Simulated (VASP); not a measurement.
# Y2SiTe (P6/mmm) in VASP: single point with PBE

Aim: the single point of Y2SiTe with PBE.

Program: VASP 6.6.1. These are calculated values, not measurements. Logs are shortened: lines on timing, memory, paths and dates and some standing lists are left out, and cuts for length are marked.

## Step 1: The cell of the first run

It takes space group P6/mmm (No. 191, hexagonal). Conventional cell: a = 5.469 Å, b = 5.469 Å, c = 5.424 Å, α = 90.00°, β = 90.00°, γ = 120.00°. Y (site symmetry -6m2) has 3 Te at 3.16 Å and 3 Y at 3.16 Å as nearest neighbours. Around Si (site symmetry 6/mmm) lie 2 Te at 2.71 Å. Around Te (site symmetry 6/mmm) lie 2 Si at 2.71 Å.

The cell was built by a generator and needn't be a form met in nature.

## Step 2: Single point, PBE (random cell by space group and Wyckoff sites (P6/mmm, No. 191))

Contents of INCAR:

```
SYSTEM = Y2SiTe
ALGO = Fast ; EDIFF = 1E-6
ENCUT = 520 ; GGA = PE
ISIF = 2 ; ISMEAR = 0
LASPH = .True. ; LCHARG = .False.
LREAL = .False. ; LWAVE = .False.
NBANDS = 24 ; NELM = 100
PREC = Accurate ; SIGMA = 0.1
```

Contents of KPOINTS:

```
k-points
0
Gamma
  12 12 10
  0 0 0
```

Contents of POSCAR:

```
Y2SiTe
1.0
    5.4690711603      0.0000000000      0.0000000000
   -2.7345355801      4.7363545599      0.0000000000
    0.0000000000      0.0000000000      5.4236296710
Y Si Te
2 1 1
Direct
    0.3333333333      0.6666666667      0.5000000000
    0.6666666667      0.3333333333      0.5000000000
    0.0000000000      0.0000000000      0.0000000000
    0.0000000000      0.0000000000      0.5000000000
```

Potentials or basis: VASP PAW PBE potentials, release 64 (Y_sv, Si, Te).

Started as:

```console
$ cat potpaw_PBE.64/Y_sv/POTCAR potpaw_PBE.64/Si/POTCAR potpaw_PBE.64/Te/POTCAR > POTCAR
$ mpirun -np 1 vasp_std > vasp.out
```

OUTCAR:

```text
SYSTEM = Y2SiTe
   EDIFF = 1E-6
   ENCUT = 520
   GGA = PE
   ISIF = 2
   ISMEAR = 0
   LASPH = .True.
   LREAL = .False.
   NELM = 100
   PREC = Accurate

 ion  position               nearest neighbor table
   1  0.333  0.667  0.500-   4 3.16   2 3.16   2 3.16   4 3.16   4 3.16   2 3.16
   2  0.667  0.333  0.500-   4 3.16   1 3.16   1 3.16   4 3.16   4 3.16   1 3.16
   3  0.000  0.000  0.000-   4 2.71   4 2.71
   4  0.000  0.000  0.500-   3 2.71   3 2.71   1 3.16   2 3.16   1 3.16   2 3.16   2 3.16   1 3.16

  LATTYP: Found a hexagonal cell.
 ALAT       =     5.4690711603
 C/A-ratio  =     0.9916911870

  Lattice vectors:

 A1 = (   5.4690711603,   0.0000000000,   0.0000000000)
 A2 = (  -2.7345355801,   4.7363545599,   0.0000000000)
 A3 = (   0.0000000000,   0.0000000000,   5.4236296710)

Analysis of symmetry for initial positions (statically):
=====================================================================
 Subroutine PRICEL returns:
 Original cell was already a primitive cell.

 Routine SETGRP: Setting up the symmetry group for a
 hexagonal supercell.

 Subroutine GETGRP returns: Found 24 space group operations
 (whereof 24 operations were pure point group operations)
 out of a pool of 24 trial point group operations.

The static configuration has the point symmetry D_6h.

Analysis of symmetry for dynamics (positions and initial velocities):
=====================================================================
 Subroutine PRICEL returns:
 Original cell was already a primitive cell.

 Routine SETGRP: Setting up the symmetry group for a
 hexagonal supercell.

 Subroutine GETGRP returns: Found 24 space group operations
 (whereof 24 operations were pure point group operations)
 out of a pool of 24 trial point group operations.

The dynamic configuration has the point symmetry D_6h.

 Subroutine INISYM returns: Found 24 space group operations
 (whereof 24 operations are pure point group operations),
 and found     1 'primitive' translations

----------------------------------------------------------------------------------------

                                     Primitive cell

  volume of cell :     140.4908

  direct lattice vectors                    reciprocal lattice vectors
     5.469071160  0.000000000  0.000000000     0.182846405  0.105566421  0.000000000
[... 84 lines left out ...]
   ISPIN  =      1    spin polarized calculation?
   LNONCOLLINEAR =      F non collinear calculations
   LSORBIT =      F    spin-orbit coupling
   LASPH  =      T    aspherical Exc in radial PAW
   ENCUT  =  520.0 eV  38.22 Ry    6.18 a.u.  10.17 10.17 10.08*2*pi/ulx,y,z
   NELM   =    100;   NELMIN=  2; NELMDL= -5     # of ELM steps
   EDIFF  = 0.1E-05   stopping-criterion for ELM
   LREAL  =      F    real-space projection
[... 7 lines left out ...]
   TEBEG  =    0.0;   TEEND  =   0.0 temperature during run
   PSTRESS=    0.0 pullay stress
   NELECT =      32.0000    total number of electrons
   NUPDOWN=      -1.0000    fix difference up-down
   EMIN   =  10.00;   EMAX   =-10.00  energy-range for DOS
   EFERMI =   0.00;   METHOD = LEGACY
   ISMEAR =     0;   SIGMA  =   0.10  broadening in eV -4-tet -1-fermi 0-gaus
   EFERMI_NEDOS =   21; number of points for ismear=-14 and -15
   IALGO  =     68    algorithm
   IMIX   =      4    mixing-type and parameters
     AMIX     =   0.40;   BMIX     =  1.00
     AMIX_MAG =   1.60;   BMIX_MAG =  1.00
  volume/ion in A,a.u.               =      35.12       237.02
  Fermi-wavevector in a.u.,A,eV,Ry     =   0.999790  1.889330 13.600118  0.999581
  Thomas-Fermi vector in A             =   2.132104
   LORBIT       =      0    0 simple, 1 ext, 2 COOP (PROOUT), +10 PAW based schemes
   GGA     = PE    functional components
   LHFCALC =     F    Hartree Fock is set to
   AEXX    =    0.0000 exact exchange contribution
   IVDW    =     0    specifies the selected vdW correction
   LEPSILON=     F    determine dielectric tensor
   LRPA    =     F    only Hartree local field effects (RPA)
 non-spin polarized calculation
 RMM-DIIS sequential band-by-band and
 Gauss-broadening in eV      SIGMA  =   0.10
  energy-cutoff  :      520.00
  volume of cell :      140.49
 maximum number of plane-waves:      3816
 NGX is ok and might be reduce to    42
   NGX = 21   NGY = 21   NGZ = 21

 number of electron      31.9999998 magnetization

 Free energy of the ion-electron system (eV)
  ---------------------------------------------------
  ext. energy  EPLUGINS =         0.00000000
  ---------------------------------------------------
  free energy    TOTEN  =       -18.99492753 eV

  energy without entropy =      -18.96970919  energy(sigma->0) =      -18.98231836

 E-fermi :   3.6312     XC(G=0):  -8.5460

 val. band max:        3.6182460186   @ k =   0.2500   0.2500   0.2000
 cond. band min:       3.6358598478   @ k =   0.4167   0.1667   0.4000
 fundamental gap:      0.0176138292
 Fermi energy:         3.6311665743

 k-point     1 :       0.0000    0.0000    0.0000
  band No.  band energies     occupation
      1     -39.8646      2.00000
      2     -39.7199      2.00000
      3     -20.1015      2.00000
      4     -20.1015      2.00000
      5     -19.9463      2.00000
      6     -19.7884      2.00000
[... 637 lines left out ...]
     23       6.1692      0.00000
     24       6.2909      0.00000

 [... further k-points ...]

------------------------ aborting loop because EDIFF is reached ----------------------------------------

  FORCE on cell =-STRESS in cart. coord.  units (eV):
  Direction    XX          YY          ZZ          XY          YZ          ZX
  --------------------------------------------------------------------------------------
  -------------------------------------------------------------------------------------
  Total       -0.0245995     -0.0245995     -0.0095120     -0.0000000      0.0000000     -0.0000000
  in kB       -0.2805361     -0.2805361     -0.1084760     -0.0000000      0.0000000     -0.0000000
  external PRESSURE =      -0.2231827 kB  Pullay stress =       0.0000000 kB

 VOLUME and BASIS-vectors are now :
 -----------------------------------------------------------------------------
  energy-cutoff  :      520.00
  volume of cell :      140.49
      direct lattice vectors                 reciprocal lattice vectors
     5.469071160  0.000000000  0.000000000     0.182846405  0.105566421  0.000000000
    -2.734535580  4.736354560  0.000000000     0.000000000  0.211132842  0.000000000
     0.000000000  0.000000000  5.423629671     0.000000000  0.000000000  0.184378370

 POSITION                                       TOTAL-FORCE (eV/Angst)
 -----------------------------------------------------------------------------------
     -0.00000      3.15757      2.71181         0.000000     -0.000000      0.000000
      2.73454      1.57878      2.71181        -0.000000      0.000000      0.000000
      0.00000      0.00000      0.00000         0.000000      0.000000      0.000000
      0.00000      0.00000      2.71181         0.000000      0.000000      0.000000
 -----------------------------------------------------------------------------------
    total drift:                                0.000000      0.000000     -0.000000

  FREE ENERGIE OF THE ION-ELECTRON SYSTEM (eV)
  ---------------------------------------------------
  free  energy   TOTEN  =       -18.9949275328 eV

  energy  without entropy=      -18.9697091926  energy(sigma->0) =      -18.98231836
```

OSZICAR:

```text
N       E                     dE             d eps       ncg     rms          rms(c)
DAV:   1     0.149809041802E+03    0.14981E+03   -0.14139E+04  5480   0.116E+03
DAV:   2    -0.607347553589E+01   -0.15588E+03   -0.14870E+03  6616   0.266E+02
DAV:   3    -0.189683465064E+02   -0.12895E+02   -0.12350E+02  9736   0.488E+01
[... 11 lines left out ...]
RMM:  15    -0.189949149669E+02   -0.17440E-04   -0.17706E-04  9204   0.336E-02    0.109E-02
RMM:  16    -0.189949218428E+02   -0.68759E-05   -0.69066E-05  7962   0.207E-02    0.595E-03
RMM:  17    -0.189949251327E+02   -0.32899E-05   -0.35390E-05  7010   0.124E-02    0.149E-03
RMM:  18    -0.189949267100E+02   -0.15773E-05   -0.15683E-05  6151   0.812E-03    0.127E-03
RMM:  19    -0.189949275328E+02   -0.82276E-06   -0.86340E-06  5164   0.603E-03
   1 F= -.18994928E+02 E0= -.18982318E+02  d E =-.252183E-01
```

stdout:

```text
POSCAR found type information on POSCAR Y SiTe
 POSCAR found :  3 types and       4 ions
 scaLAPACK will be used
 LDA part: xc-table for (Slater+PW92), standard interpolation
 POSCAR, INCAR and KPOINTS ok, starting setup
 FFT: planning ... GRIDC
 FFT: planning ... GRID_SOFT
 FFT: planning ... GRID
 WAVECAR not read
 entering main loop
WARNING in EDDRMM: call to ZHEGV failed, returncode =   8  4     17
WARNING in EDDRMM: call to ZHEGV failed, returncode =   8  4     21
WARNING in EDDRMM: call to ZHEGV failed, returncode =   6  3     17
WARNING in EDDRMM: call to ZHEGV failed, returncode =   6  3     23
WARNING in EDDRMM: call to ZHEGV failed, returncode =   8  4     17
WARNING in EDDRMM: call to ZHEGV failed, returncode =   6  3     21
WARNING in EDDRMM: call to ZHEGV failed, returncode =   6  3     13
```

Run time: 5.4 min. Hardware: 1 thread of Intel Xeon Platinum 8488C (Sapphire Rapids), shared host; peak memory 0.56 GiB.

Results:

| Quantity | Value |
| --- | --- |
| Free energy | -18.9949 eV |
| Pressure | 0.0 GPa |
| Band gap on the k mesh | none (metal or under the smearing width) |

The run has no spin-orbit coupling, so splittings on Te are missing.
